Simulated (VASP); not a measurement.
# Lanthanum with r2SCAN: from relaxation to properties

Aim: relax Lanthanum with r2SCAN, compute its properties on that cell and hold them against experiment. The steps: relaxing cell and atoms (r2SCAN), single point with fields (r2SCAN), band structure (r2SCAN), total and projected DOS (r2SCAN), volume scan with r2SCAN, fit for r2SCAN and band structure (r2SCAN) with a changed input. The start is a cell from a database of measured crystal structures.

Program: VASP 6.6.1. Level of theory: r2SCAN; plane waves and PAW (La). Results are calculated unless marked as measured.

Experimental background.

For La, double hexagonal close-packed (alpha) (bulk, database entry from earlier experiment), “In situ and real-time monitoring of structure formation during non-reactive sputter deposition of lanthanum and reactive sputter deposition of lanthanum nitride” (2018, pmc:6068614) quotes earlier work: lattice constant a (a of alpha-La) 3.772 Å [literature value from ICSD entry (Beaudry & Palmer 1974)].

## Step 1: The structure

Before any relaxation, the start is as follows. Symmetry: P6_3/mmc, No. 194, hexagonal system. The conventional cell has a = 3.770 Å, b = 3.770 Å, c = 12.159 Å, α = 90.00°, β = 90.00°, γ = 120.00°. Nearest to La lie 12 La at 3.74 to 3.77 Å. La has 12 La at 3.74 to 3.77 Å nearest.

Structure file:

```xyz
4
Lattice="3.7700 0.0000 0.0000 -1.8850 3.2649 0.0000 0.0000 0.0000 12.1590" Properties=species:S:1:pos:R:3 pbc="T T T"
La    0.0000    0.0000    0.0000
La    0.0000    0.0000    6.0795
La    0.0000    2.1766    9.1193
La    1.8850    1.0883    3.0398
```

## Step 2: Relaxing cell and atoms (r2SCAN)

Properties are meant for the cell that this level of theory prefers, so cell and atoms are relaxed first (ISIF = 3) until forces and stress are small; EDIFFG sets the threshold. r2SCAN adds the kinetic-energy density, costs more than a GGA and is run with LASPH.

Input file INCAR:

```
SYSTEM = La
PREC = Accurate
ENCUT = 400
EDIFF = 1E-06
NELM = 100
ISMEAR = 1
SIGMA = 0.2
LREAL = .FALSE.
ALGO = Normal
METAGGA = R2SCAN
LASPH = .TRUE.
NBANDS = 28
LORBIT = 11
LWAVE = .FALSE.
LCHARG = .FALSE.
KPAR = 4
IBRION = 2
NSW = 60
ISIF = 3
EDIFFG = -0.01
```

Input file POSCAR:

```
La
1.0
    3.7700000000      0.0000000000      0.0000000000
   -1.8850000000      3.2649157723      0.0000000000
    0.0000000000      0.0000000000     12.1590000000
La
4
Direct
    0.0000000000      0.0000000000      0.0000000000
    0.0000000000      0.0000000000      0.5000000000
    0.3333333333      0.6666666667      0.7500000000
    0.6666666667      0.3333333333      0.2500000000
```

Input file KPOINTS:

```
Automatic mesh
0
Gamma
7 7 2
0 0 0
```

Potentials, in the order of the species: La (PBE family, release 64).

On the command line:

```sh
$ mpirun -np 4 vasp_std
```

The program printed:

```text
[banner, memory and clock lines left out]
running    4 mpi-ranks, on    1 nodes
 distrk:  each k-point on    1 cores,    4 groups
 distr:  one band on    1 cores,    1 groups

 POSCAR found type information on POSCAR La
 POSCAR found :  1 types and       4 ions
|                                                                             |
|               ----> ADVICE to this user running VASP <----                  |
|                                                                             |
|     You enforced a specific xc type in the INCAR file but a different       |
|     [... a line on the potential file left out ...]
|     I HOPE YOU KNOW WHAT YOU ARE DOING!                                     |
|                                                                             |

 LDA part: xc-table for (None), standard interpolation
 POSCAR, INCAR and KPOINTS ok, starting setup
 FFT: planning ... GRIDC
 FFT: planning ... GRID_SOFT
 FFT: planning ... GRID
 WAVECAR not read
 entering main loop
       N       E                     dE             d eps       ncg     rms          rms(c)
DAV:   1     0.445629031348E+03    0.44563E+03   -0.13099E+04   896   0.177E+03
DAV:   2    -0.107703406831E+02   -0.45640E+03   -0.44875E+03  1360   0.434E+02
DAV:   3    -0.117754245772E+03   -0.10698E+03   -0.10537E+03  1572   0.249E+02
DAV:   4    -0.130800209670E+03   -0.13046E+02   -0.12766E+02  1664   0.858E+01
DAV:   5    -0.132784013699E+03   -0.19838E+01   -0.19138E+01  1784   0.324E+01    0.564E+00
DAV:   6    -0.118955782521E+03    0.13828E+02   -0.45563E+00  1560   0.148E+01    0.292E+00
DAV:   7    -0.118996577491E+03   -0.40795E-01   -0.47272E-01  1760   0.560E+00    0.140E+00
DAV:   8    -0.119005095026E+03   -0.85175E-02   -0.91550E-02  1600   0.199E+00    0.335E-01
DAV:   9    -0.119005526883E+03   -0.43186E-03   -0.85917E-03  1744   0.747E-01    0.137E-01
DAV:  10    -0.119005854564E+03   -0.32768E-03   -0.12101E-03  1688   0.220E-01    0.338E-02
DAV:  11    -0.119005914538E+03   -0.59975E-04   -0.27394E-04  1648   0.102E-01    0.894E-03
DAV:  12    -0.119005912381E+03    0.21568E-05   -0.38681E-05  1416   0.387E-02    0.613E-03
DAV:  13    -0.119005906824E+03    0.55577E-05   -0.42062E-06  1072   0.215E-02    0.764E-04
DAV:  14    -0.119005906558E+03    0.26610E-06   -0.81724E-07   848   0.159E-02
   1 F= -.11900591E+03 E0= -.11900860E+03  d E =-.119006E+03
 curvature:   0.00 expect dE= 0.000E+00 dE for cont linesearch  0.000E+00
 trial: gam= 0.00000 g(F)=  0.119E-46 g(S)=  0.156E-02 ort = 0.000E+00 (trialstep = 0.100E+01)
 search vector abs. value=  0.156E-02
 bond charge predicted
       N       E                     dE             d eps       ncg     rms          rms(c)
DAV:   1    -0.119016765465E+03   -0.10859E-01   -0.43620E-01  1408   0.529E+00    0.535E-01
DAV:   2    -0.119009296268E+03    0.74692E-02   -0.36865E-02  1512   0.202E+00    0.266E-01
DAV:   3    -0.119006659614E+03    0.26367E-02   -0.15305E-02  1312   0.952E-01    0.495E-02
DAV:   4    -0.119006734007E+03   -0.74393E-04   -0.12095E-03  1616   0.308E-01    0.230E-02
DAV:   5    -0.119006794929E+03   -0.60922E-04   -0.19888E-04  1680   0.857E-02    0.202E-02
DAV:   6    -0.119006825556E+03   -0.30627E-04   -0.60380E-05  1448   0.448E-02    0.129E-02
DAV:   7    -0.119006837270E+03   -0.11714E-04   -0.23357E-05  1640   0.372E-02    0.271E-03
DAV:   8    -0.119006840233E+03   -0.29635E-05   -0.10699E-06   708   0.136E-02    0.189E-03
DAV:   9    -0.119006839092E+03    0.11410E-05   -0.41334E-07   676   0.146E-02    0.106E-03
DAV:  10    -0.119006839370E+03   -0.27733E-06   -0.26214E-07   652   0.764E-03
   2 F= -.11900684E+03 E0= -.11900941E+03  d E =-.932812E-03
 trial-energy change:   -0.000933  1 .order   -0.000934   -0.001556   -0.000311
 step:   1.2503(harm=  1.2503)  dis= 0.00000  next Energy=  -119.006879 (dE=-0.973E-03)
 bond charge predicted
       N       E                     dE             d eps       ncg     rms          rms(c)
DAV:   1    -0.119007497125E+03   -0.65803E-03   -0.27368E-02  1408   0.132E+00    0.134E-01
DAV:   2    -0.119007023038E+03    0.47409E-03   -0.23294E-03  1508   0.519E-01    0.663E-02
DAV:   3    -0.119006851629E+03    0.17141E-03   -0.95792E-04  1304   0.238E-01    0.123E-02
DAV:   4    -0.119006859684E+03   -0.80545E-05   -0.75945E-05  1624   0.773E-02    0.596E-03
DAV:   5    -0.119006868194E+03   -0.85098E-05   -0.11841E-05  1360   0.216E-02    0.500E-03
DAV:   6    -0.119006872952E+03   -0.47583E-05   -0.30476E-06   896   0.176E-02    0.250E-03
DAV:   7    -0.119006874765E+03   -0.18127E-05   -0.11052E-06   680   0.155E-02    0.378E-04
DAV:   8    -0.119006875085E+03   -0.32011E-06   -0.62460E-07   648   0.158E-02
   3 F= -.11900688E+03 E0= -.11900941E+03  d E =-.968527E-03
 curvature:  -0.63 expect dE=-0.479E-05 dE for cont linesearch -0.170E-06
 trial: gam= 0.01815 g(F)=  0.702E-47 g(S)=  0.766E-05 ort =-0.206E-04 (trialstep = 0.105E+01)
 search vector abs. value=  0.742E-05
 reached required accuracy - stopping structural energy minimisation
```

Wall time 1.8 min (4 MPI ranks of Intel Xeon Platinum 8488C (Sapphire Rapids), shared host); peak memory 1 GiB; 6.9 min of CPU time.

The logs omit lines about the potential files and the build; timing stands in the text.

From OUTCAR (step 2):

```text
ion  position               nearest neighbor table
   1  0.000  0.000  0.000-
   2  0.000  0.000  0.500-
   3  0.333  0.667  0.750-
   4  0.667  0.333  0.250-

  LATTYP: Found a hexagonal cell.
 ALAT       =     3.7700000000
 C/A-ratio  =     3.2251989390

 Subroutine GETGRP returns: Found 24 space group operations
 (whereof 12 operations were pure point group operations)

The static configuration has the point symmetry D_3d.
 The point group associated with its full space group is D_6h.

 Found     16 irreducible k-points:

   k-points           NKPTS =     16   k-points in BZ     NKDIM =     16   number of bands    NBANDS=     28

   dimension x,y,z NGX =    28 NGY =   28 NGZ =   80
   dimension x,y,z NGXF=    56 NGYF=   56 NGZF=  160

   ENCUT  =  400.0 eV  29.40 Ry    5.42 a.u.   6.15  6.15 19.83*2*pi/ulx,y,z

   NELECT =      44.0000    total number of electrons

 k-points in reciprocal lattice and weights: Automatic mesh
   0.00000000  0.00000000  0.00000000       0.010
   0.14285714  0.00000000  0.00000000       0.061
   0.28571429  0.00000000  0.00000000       0.061
   0.42857143  0.00000000  0.00000000       0.061
   0.14285714  0.14285714  0.00000000       0.061
   0.28571429  0.14285714  0.00000000       0.122
   0.42857143  0.14285714  0.00000000       0.061
   0.28571429  0.28571429  0.00000000       0.061
   0.00000000  0.00000000  0.50000000       0.010
[...]
0.42857143  0.14285714  0.50000000       0.061
   0.28571429  0.28571429  0.50000000       0.061

 average (electrostatic) potential at core
       1-102.0867       2-102.0867       3-102.0807       4-102.0807

 E-fermi :   7.9640

 k-point     1 :       0.0000    0.0000    0.0000
  band No.  band energies     occupation
    ...
     16      -8.5787      2.00000
     17       4.6757      2.00000
     18       6.0596      2.00000
     19       6.0706      2.00000
     20       6.1821      2.00000
     21       8.5191     -0.00062
     22       8.6731     -0.00001
     23       9.3923     -0.00000
     24       9.3923     -0.00000
     25       9.4779     -0.00000
    ...

 k-point     2 :       0.1429    0.0000    0.0000
  band No.  band energies     occupation
    ...
     17       5.2135      2.00000
     18       6.5117      2.00000
     19       6.5203      2.00000
     20       6.6728      2.00000
     21       7.9891      0.78975
     22       8.3091     -0.03489
     23       8.4935     -0.00117
     24       8.5843     -0.00010
     25       8.8501     -0.00000
     26       9.3036     -0.00000
    ...

 k-point     3 :       0.2857    0.0000    0.0000
  band No.  band energies     occupation
    ...
     18       6.6110      2.00000
     19       6.6207      2.00000
     20       7.1587      2.00000
     21       7.6046      2.02911
     22       7.6831      2.06323
     23       8.1367     -0.00909
     24       8.4004     -0.00850
     25       8.8554     -0.00000
     26       9.1314     -0.00000
     27       9.4892     -0.00000
    ...

  Total       -0.0046177     -0.0046177      0.0243385      0.0000000      0.0000000      0.0000000
  in kB       -0.0498944     -0.0498944      0.2629775      0.0000000      0.0000000      0.0000000
  external PRESSURE =       0.0543962 kB  Pullay stress =       0.0000000 kB

  energy-cutoff  :      400.00
  volume of cell :      148.28
      direct lattice vectors                 reciprocal lattice vectors
     3.757011055 -0.000000000  0.000000000     0.266169033  0.153672763  0.000000000
    -1.878505528  3.253667016 -0.000000000     0.000000000  0.307345526  0.000000000
    -0.000000000  0.000000000 12.130247493    -0.000000000  0.000000000  0.082438549

 POSITION                                       TOTAL-FORCE (eV/Angst)
 -----------------------------------------------------------------------------------
      0.00000     -0.00000      0.00000         0.000000      0.000000      0.000000
     -1.87851      3.25367      6.06512         0.000000      0.000000      0.000000
     -0.00000      2.16911      9.09769         0.000000     -0.000000      0.000000
      1.87851      1.08456      3.03256        -0.000000      0.000000     -0.000000
 -----------------------------------------------------------------------------------
    total drift:                               -0.000000     -0.000000      0.000000

  FREE ENERGIE OF THE ION-ELECTRON SYSTEM (eV)
  ---------------------------------------------------
  free  energy   TOTEN  =      -119.0068750849 eV

  energy  without entropy=     -119.0144923936  energy(sigma->0) =     -119.00941419

 reached required accuracy - stopping structural energy minimisation

 total charge
# of ion       s       p       d       f       tot
--------------------------------------------------
    1        2.042   5.569   0.892   0.078   8.581
    2        2.042   5.569   0.892   0.078   8.581
    3        2.043   5.576   0.885   0.069   8.574
    4        2.043   5.576   0.885   0.069   8.574
--------------------------------------------------
tot          8.170  22.292   3.554   0.295  34.310

[... 3 further parts left out ...]
```

The k-mesh is coarse for a metal. The PAW data sets were made with PBE, which is usual practice but a small mismatch for other functionals. The run keeps the 24 symmetry operations of its start, so it cannot find a distortion of lower symmetry.

Step by step:

| step | energy less that of the first step (eV) | largest force (eV/Å) | pressure (GPa) | volume (Å³) |
| --- | --- | --- | --- | --- |
| 1 | 0.0000 | 0.0000 | -0.22 | 149.66 |
| 2 | -0.0009 | 0.0000 | -0.04 | 148.56 |
| 3 | -0.0010 | 0.0000 | 0.01 | 148.28 |

| conventional cell, symmetrised | before | after | change |
| --- | --- | --- | --- |
| a (Å) | 3.770 | 3.757 | -0.3 % |
| b (Å) | 3.770 | 3.757 | -0.3 % |
| c (Å) | 12.159 | 12.130 | -0.2 % |
| volume (Å³/atom) | 37.42 | 37.07 | -0.9 % |

The relaxed structure:

```xyz
4
Lattice="3.7570 0.0000 0.0000 -1.8785 3.2537 0.0000 0.0000 0.0000 12.1302" Properties=species:S:1:pos:R:3 pbc="T T T"
La    0.0000    0.0000    0.0000
La    0.0000    0.0000    6.0651
La    0.0000    2.1691    9.0977
La    1.8785    1.0846    3.0326
```

This step gave:

```
electrons                              : 44
bands                                  : 28
irreducible k-points                   : 16
symmetry operations                    : 24
free energy (TOTEN)                    : -119.0069 eV
energy at zero smearing                : -119.0094 eV
Fermi energy                           : 7.964 eV
pressure                               : 0.005440 GPa
metallic, judged on the points sampled : yes
SCF cycles over all ionic steps        : 32
```

It ends with forces that vanish by symmetry and a pressure of 0.01 GPa. The volume lies -0.9 % from that of the database's start, part of which can be the thermal and zero-point expansion of its experiment.

[end of part 1 of 5]

[Lines on the potential files, build, host, timing and source positions are cut from VASP's logs without a mark.]

[Logs are printed without paths, hosts, clocks, repeated set-up lines and the standing remarks that a program may print on its own settings, such as how far it seeks lower states.]

[Hosts, paths, dates, database ids (printed as entryN), source tags and the programs' standing remarks are cut or masked in the printed files.]

[A measured line is paired with the nearest computed mode of its activity, which favours agreement.]

[In band tables of VASP the shares of atoms and orbitals are scaled to a sum of 1 inside the atoms' spheres.]
